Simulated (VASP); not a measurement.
# WC (Qusongite): convergence with the PAW data sets and SCF threshold

Aim: find what the PAW data sets and SCF threshold change for WC (Qusongite), and what they cost. The atoms are off their equilibrium sites, so that forces can be compared too. The series runs use r2SCAN. The PAW data sets tried: minimal 64: W C; recommended 54: W C; materialsproject 64: W_sv C; gw 64: W_sv_GW C_GW; hard 64: W C_h; soft 64: W C_s. The SCF threshold tried: EDIFF = 0.01; EDIFF = 0.001; EDIFF = 1E-04; EDIFF = 1E-05; EDIFF = 1E-06; EDIFF = 1E-08. The atoms of the start are displaced at random from the sites of a P-6m2 cell.

Main program and level: VASP 6.6.1; r2SCAN; plane waves and PAW (W, C), in the first sound run; inputs show where later runs differ.

Report form: the programs' logs are mostly left out.

## 1. Set-up

It takes space group Pm (No. 6, monoclinic). That holds within 0.01 Å; VASP, at its tighter tolerance, finds 1 operation. The conventional cell has a = 2.906 Å, b = 2.837 Å, c = 2.907 Å, α = 90.00°, β = 120.00°, γ = 90.00°. W has 6 C at 2.15 to 2.23 Å nearest. Nearest to C lie 6 W at 2.15 to 2.23 Å. Farther neighbours are not listed. That group holds within 0.01 Å; judged at 0.001 Å it is P1 (No. 1).

Structure file:

```cif
data_structure
_symmetry_space_group_name_H-M 'Pm'
_symmetry_Int_Tables_number 6
_cell_length_a 2.9065
_cell_length_b 2.8366
_cell_length_c 2.9065
_cell_angle_alpha 90.000
_cell_angle_beta 120.000
_cell_angle_gamma 90.000
_cell_volume 20.75
loop_
_atom_site_label
_atom_site_type_symbol
_atom_site_symmetry_multiplicity
_atom_site_Wyckoff_symbol
_atom_site_fract_x
_atom_site_fract_y
_atom_site_fract_z
_atom_site_occupancy
W1 W 1 b 0.00594 0.50000 0.00668 1
C1 C 1 a 0.68209 0.00000 0.32485 1
```

## 2. PAW data sets: minimal 64: W C

Data sets differ in which electrons are valence and how hard the partial waves are. r2SCAN adds the kinetic-energy density, costs more than a GGA and is run with LASPH.

Contents of INCAR:

```
SYSTEM = WC
PREC = Accurate
ENCUT = 520
EDIFF = 1E-06
NELM = 100
ISMEAR = -1
SIGMA = 0.05
LREAL = .FALSE.
ALGO = Normal
METAGGA = R2SCAN
LASPH = .TRUE.
NBANDS = 11
LORBIT = 11
LWAVE = .FALSE.
LCHARG = .FALSE.
KPAR = 2
ISIF = 2
```

Contents of POSCAR:

```
WC
1.0
    2.9065000000      0.0000000000      0.0000000000
   -1.4532500000      2.5171028361      0.0000000000
    0.0000000000      0.0000000000      2.8366000000
W C
1 1
Direct
    0.0059450000      0.0066780000      0.0194740000
    0.6820890000      0.3248480000      0.5199400000
```

Contents of KPOINTS:

```
Automatic mesh
0
Gamma
9 9 8
0 0 0
```

PAW data sets: W and C (PBE family, release 64).

Started as:

```sh
$ mpirun -np 2 vasp_std
```

It took 2.7 min on 2 MPI ranks of AMD EPYC 7R43, shared host; peak memory 0.35 GiB; 5 min of CPU time.

The k-mesh is coarse for a metal. The PAW data sets were made with PBE, which is usual practice but a small mismatch for other functionals. The data set W keeps the semicore shell frozen, which is cheaper and a little less accurate.

This step gave:

```yaml
scf_cycles: 12
electrons: 10
bands: 11
irreducible_k_points: 325
symmetry_operations: 1
free_energy_toten: -61.7101 eV
energy_at_zero_smearing: -61.7087 eV
fermi_energy: 8.194 eV
pressure: 0.9399 GPa
metallic: yes
```

The series starts at -30.8543 eV an atom and 0.94 GPa, after 12 cycles in 2.7 min.

## 3. PAW data sets: recommended 54: W C

INCAR is that of step 2.

POSCAR is that of step 2.

KPOINTS is that of step 2.

The projector-augmented-wave data sets are W and C (PBE family, release 54).

Started as:

```sh
$ mpirun -np 2 vasp_std
```

Wall time 2.5 min (2 MPI ranks); peak memory 0.35 GiB; 4.7 min of CPU time.

With 10 valence electrons the pressure is 0.94 GPa, +0.00 GPa from the first of the series, after 12 cycles in 2.5 min.

## 4. PAW data sets: materialsproject 64: W sv C

This step: r2SCAN; plane waves and PAW (W_sv, C) (VASP 6.6.1).

Changes to INCAR since step 3:

```diff
@@ -11,3 +11,3 @@
 LASPH = .TRUE.
-NBANDS = 11
+NBANDS = 15
 LORBIT = 11
```

POSCAR is that of step 3.

KPOINTS is that of step 3.

PAW data sets: W_sv and C (PBE family, release 64).

Started as:

```sh
$ mpirun -np 2 vasp_std
```

The job ended after 3.7 min (2 MPI ranks; peak memory 0.38 GiB).

With 18 valence electrons the pressure is 4.07 GPa, +3.13 GPa from the first of the series, after 13 cycles in 3.7 min.

## 5. PAW data sets: GW 64: W sv GW C GW

This step: r2SCAN; plane waves and PAW (W_sv_GW, C_GW) (VASP 6.6.1).

Changes to INCAR since step 4:

```diff
@@ -2,3 +2,3 @@
 PREC = Accurate
-ENCUT = 520
+ENCUT = 540
 EDIFF = 1E-06
```

POSCAR is that of step 4.

KPOINTS is that of step 4.

Potentials, in the order of the species: W_sv_GW and C_GW (PBE family, release 64).

Started as:

```sh
$ mpirun -np 2 vasp_std
```

Run time: 3.9 min. Hardware: 2 MPI ranks; peak memory 0.41 GiB.

With 18 valence electrons the pressure is 0.63 GPa, -0.31 GPa from the first of the series, after 13 cycles in 3.9 min.

## 6. PAW data sets: hard 64: W C h

This step: r2SCAN; plane waves and PAW (W, C_h) (VASP 6.6.1).

Changes to INCAR since step 5:

```diff
@@ -2,3 +2,3 @@
 PREC = Accurate
-ENCUT = 540
+ENCUT = 970
 EDIFF = 1E-06
@@ -11,3 +11,3 @@
 LASPH = .TRUE.
-NBANDS = 15
+NBANDS = 11
 LORBIT = 11
```

POSCAR is that of step 5.

KPOINTS is that of step 5.

PAW data sets: W and C_h (PBE family, release 64).

Started as:

```sh
$ mpirun -np 2 vasp_std
```

Run time: 4.9 min. Hardware: 2 MPI ranks; peak memory 0.63 GiB.

With 10 valence electrons the pressure is 0.78 GPa, -0.16 GPa from the first of the series, after 13 cycles in 4.9 min.

## 7. PAW data sets: soft 64: W C s

This step: r2SCAN; plane waves and PAW (W, C_s) (VASP 6.6.1).

Changes to INCAR since step 6:

```diff
@@ -2,3 +2,3 @@
 PREC = Accurate
-ENCUT = 970
+ENCUT = 400
 EDIFF = 1E-06
```

POSCAR is that of step 6.

KPOINTS is that of step 6.

The projector-augmented-wave data sets are W and C_s (PBE family, release 64).

Started as:

```sh
$ mpirun -np 2 vasp_std
```

Wall time 90 s (2 MPI ranks); peak memory 0.29 GiB.

With 10 valence electrons the pressure is 0.93 GPa, -0.01 GPa from the first of the series, after 13 cycles in 90 s.

## 8. The PAW data sets series as a table

This step: convergence of r2SCAN results with the datasets; plane waves and PAW (VASP 6.6.1).

No new run; the numbers come from the runs before.

Differences are taken from the run with minimal 64: W C. Results of the series, by row:

```
                            setting     status  pressure (GPa)  largest force difference (meV/Å)  SCF cycles  wall time (s)
            minimal 64: W C, 520 eV  converged          0.9399                                 0          12            161
        recommended 54: W C, 520 eV  converged          0.9399                                 0          12            152
materialsproject 64: W_sv C, 520 eV  converged           4.066                             3.109          13          219.1
        gw 64: W_sv_GW C_GW, 540 eV  converged          0.6252                               5.9          13            233
             hard 64: W C_h, 970 eV  converged          0.7783                               0.8          13          296.1
             soft 64: W C_s, 400 eV  converged          0.9307                             1.931          13             90
```

## 9. SCF threshold: EDIFF = 0.01

This step: r2SCAN; plane waves and PAW (W, C) (VASP 6.6.1).

EDIFF stops the electronic loop; forces need it tighter than energies do.

Changes to INCAR since step 7:

```diff
@@ -2,4 +2,4 @@
 PREC = Accurate
-ENCUT = 400
-EDIFF = 1E-06
+ENCUT = 520
+EDIFF = 0.01
 NELM = 100
```

POSCAR is that of step 7.

KPOINTS is that of step 7.

Potentials, in the order of the species: W and C (PBE family, release 64).

Started as:

```sh
$ mpirun -np 2 vasp_std
```

Wall time 99 s (2 MPI ranks); peak memory 0.35 GiB.

This step gave:

- SCF cycles: 9
- free energy (TOTEN): -61.7099 eV
- energy at zero smearing: -61.7085 eV
- Fermi energy: 8.193 eV
- pressure: 1.456 GPa

The series starts at -30.8542 eV an atom and 1.46 GPa, after 9 cycles in 99 s.

## 10. SCF threshold: EDIFF = 0.001

Changes to INCAR since step 9:

```diff
@@ -3,3 +3,3 @@
 ENCUT = 520
-EDIFF = 0.01
+EDIFF = 0.001
 NELM = 100
```

POSCAR is that of step 9.

KPOINTS is that of step 9.

Started as:

```sh
$ mpirun -np 2 vasp_std
```

Elapsed: 1.9 min, on 2 MPI ranks; peak memory 0.36 GiB.

Against the run before the energy moves by -0.11 meV an atom and the pressure by -0.48 GPa, after 10 cycles in 1.9 min.

## 11. SCF threshold: EDIFF = 1E-04

Changes to INCAR since step 10:

```diff
@@ -3,3 +3,3 @@
 ENCUT = 520
-EDIFF = 0.001
+EDIFF = 1E-04
 NELM = 100
```

POSCAR is that of step 10.

KPOINTS is that of step 10.

Started as:

```sh
$ mpirun -np 2 vasp_std
```

Elapsed: 2.3 min, on 2 MPI ranks; peak memory 0.35 GiB; 4.5 min of CPU time.

Against the run before the energy moves by +0.01 meV an atom and the pressure by -0.04 GPa, after 11 cycles in 2.3 min.

## 12. SCF threshold: EDIFF = 1E-05

Changes to INCAR since step 11:

```diff
@@ -3,3 +3,3 @@
 ENCUT = 520
-EDIFF = 1E-04
+EDIFF = 1E-05
 NELM = 100
```

POSCAR is that of step 11.

KPOINTS is that of step 11.

Started as:

```sh
$ mpirun -np 2 vasp_std
```

It took 2.3 min on 2 MPI ranks; peak memory 0.36 GiB.

Against the run before the energy stays within 0.01 meV an atom and the pressure within 0.01 GPa, after 12 cycles in 2.3 min.

## 13. SCF threshold: EDIFF = 1E-06

Changes to INCAR since step 12:

```diff
@@ -3,3 +3,3 @@
 ENCUT = 520
-EDIFF = 1E-05
+EDIFF = 1E-06
 NELM = 100
```

POSCAR is that of step 12.

KPOINTS is that of step 12.

Started as:

```sh
$ mpirun -np 2 vasp_std
```

Run time: 2.2 min. Hardware: 2 MPI ranks; peak memory 0.36 GiB.

Against the run before the energy stays within 0.01 meV an atom and the pressure within 0.01 GPa, after 12 cycles in 2.2 min.

## 14. SCF threshold: EDIFF = 1E-08

Changes to INCAR since step 13:

```diff
@@ -3,3 +3,3 @@
 ENCUT = 520
-EDIFF = 1E-06
+EDIFF = 1E-08
 NELM = 100
```

POSCAR is that of step 13.

KPOINTS is that of step 13.

Started as:

```sh
$ mpirun -np 2 vasp_std
```

It took 2.7 min on 2 MPI ranks; peak memory 0.36 GiB; 5.3 min of CPU time.

Against the run before the energy stays within 0.01 meV an atom and the pressure within 0.01 GPa, after 15 cycles in 2.7 min.

## 15. The SCF threshold series as a table

This step: convergence of r2SCAN results with the threshold; plane waves and PAW (VASP 6.6.1).

Derived from the runs above.

Differences are taken from the run with EDIFF = 1E-08. Results of the series, by row:

```
      setting     status  energy less the reference (meV/atom)  pressure (GPa)  largest force difference (meV/Å)  SCF cycles  wall time (s)
 EDIFF = 0.01  converged                                0.1005           1.456                             1.224           9             99
EDIFF = 0.001  converged                              -0.01014          0.9785                             1.135          10            112
EDIFF = 1E-04  converged                              -5.95e-4          0.9389                              0.19          11            136
EDIFF = 1E-05  converged                              -1.65e-4          0.9425                             0.201          12            137
EDIFF = 1E-06  converged                              -2.25e-4          0.9399                              0.06          12            133
EDIFF = 1E-08  converged                                     0          0.9376                                 0          15            161
```

## 16. Summary of results

```json
{"spread of the pressure over the PAW data sets": "3.44 GPa", "SCF threshold from which the energy stays within 10 meV/atom of the reference": "EDIFF = 0.01", "SCF threshold from which the energy stays within 1 meV/atom of the reference": "EDIFF = 0.01", "SCF threshold from which the pressure stays within 0.2 GPa of the reference": "EDIFF = 0.001", "spread of the pressure over the SCF threshold": "0.518 GPa", "spread of the energy over the SCF threshold": "0.111 meV/atom"}
```

In words: The choice of data set moves the pressure between 0.63 GPa (gw 64: W_sv_GW C_GW) and 4.07 GPa (materialsproject 64: W_sv C); the cutoffs differ too (400, 520, 540 and 970 eV). From EDIFF = 0.01 on, the energy stays within 1 meV an atom of the reference, at 61 % of its time. The pressure holds within 0.2 GPa from EDIFF = 0.001 on. The loosest stop saves 6 of 15 cycles and costs +0.1 meV an atom, +0.52 GPa, 1.2 meV/Å in forces. Data sets differ in their zero of energy, so energies are not compared.

[Lines on the potential files, build, host, timing and source positions are cut from VASP's logs without a mark.]

[Logs are printed without paths, hosts, clocks, repeated set-up lines and the standing remarks that a program may print on its own settings, such as how far it seeks lower states.]

[Hosts, paths, dates, database ids (printed as entryN), source tags and the programs' standing remarks are cut or masked in the printed files.]

[A measured line is paired with the nearest computed mode of its activity, which favours agreement.]
